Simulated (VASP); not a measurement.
Given:

```yaml
crystal:
  lattice:
    - [3.30834, 0.00000, 0.00000]
    - [-1.65417, 2.86511, 0.00000]
    - [0.00000, 0.00000, 22.39929]
  atoms:
    - { symbol: Te, position: [0.33333, 0.66667, 0.53410] }
    - { symbol: Te, position: [0.33333, 0.66667, 0.36485] }
    - { symbol: W, position: [0.33333, 0.66667, 0.15230] }
    - { symbol: W, position: [0.66667, 0.33333, 0.44953] }
    - { symbol: S, position: [0.66667, 0.33333, 0.08484] }
    - { symbol: S, position: [0.66667, 0.33333, 0.21999] }
```

Computed with PBEsol GGA, VASP's PBE PAW potentials (set 64) (plane waves; VASP 6.6.1). Settings: 400 eV cut-off, 9×9×2 Γ-centred mesh, tetrahedra with Blöchl corrections, potentials Te W_sv S.

The cell holds a wide vacuum, so values per volume refer to the whole cell. The cores are frozen, which limits the accuracy of field gradients.

**Question.** Give the principal components of the electric field gradient (V/Å²) and the asymmetry η at each nucleus.

**Answer.** 
```json
[
 {"atom": "Te1", "Vxx": "69.1", "Vyy": "69.1", "Vzz": "-138.1", "η": "0.00"},
 {"atom": "Te2", "Vxx": "61.8", "Vyy": "61.8", "Vzz": "-123.5", "η": "0.00"},
 {"atom": "W3", "Vxx": "87.0", "Vyy": "86.9", "Vzz": "-173.9", "η": "0.00"},
 {"atom": "W4", "Vxx": "39.5", "Vyy": "39.5", "Vzz": "-79.0", "η": "0.00"},
 {"atom": "S5", "Vxx": "31.7", "Vyy": "31.7", "Vzz": "-63.5", "η": "0.00"},
 {"atom": "S6", "Vxx": "27.8", "Vyy": "27.8", "Vzz": "-55.7", "η": "0.00"}
]
```

The cell is a sheet with vacuum, built from a database entry that may be metastable or hypothetical.
